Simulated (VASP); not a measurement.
Data:

```yaml
crystal:
  lattice:
    - [2.93884, 0.00000, 0.00000]
    - [0.00000, 2.93884, 0.00000]
    - [0.00000, 0.00000, 2.93884]
  atoms:
    - { symbol: V, position: [0.00000, 0.00000, 0.00000] }
    - { symbol: Si, position: [0.50000, 0.50000, 0.50000] }
```

Level of theory: PBEsol GGA, VASP's PBE PAW potentials (set 64) (plane waves; VASP). Run with 400 eV cut-off, Gaussian smearing of 0.050 eV, potentials V_sv Si.

Question: Give the energies of bands 5 to 11 at the high-symmetry points, in eV from the Fermi level.

Answer: 
```json
[
 {"band": "5", "Γ": "-12.18", "X": "-8.83", "M": "-7.66", "R": "-4.80"},
 {"band": "6", "Γ": "-2.19", "X": "-6.93", "M": "-3.73", "R": "-4.80"},
 {"band": "7", "Γ": "-2.19", "X": "-1.08", "M": "-3.73", "R": "-4.80"},
 {"band": "8", "Γ": "1.47", "X": "-0.74", "M": "-2.08", "R": "-2.44"},
 {"band": "9", "Γ": "1.47", "X": "-0.74", "M": "0.18", "R": "2.69"},
 {"band": "10", "Γ": "1.47", "X": "1.74", "M": "0.18", "R": "2.69"},
 {"band": "11", "Γ": "3.22", "X": "2.83", "M": "2.62", "R": "2.98"}
]
```

It has no gap at this level: it comes out as a metal or semimetal.

The structure was generated: VSi was put into the CsCl type (Pm-3m), which need not be its known phase. It was relaxed first. The run is not spin-polarised, so no magnetic state was tried. The electron count is odd and the run is not spin-polarised, which forces a metal.
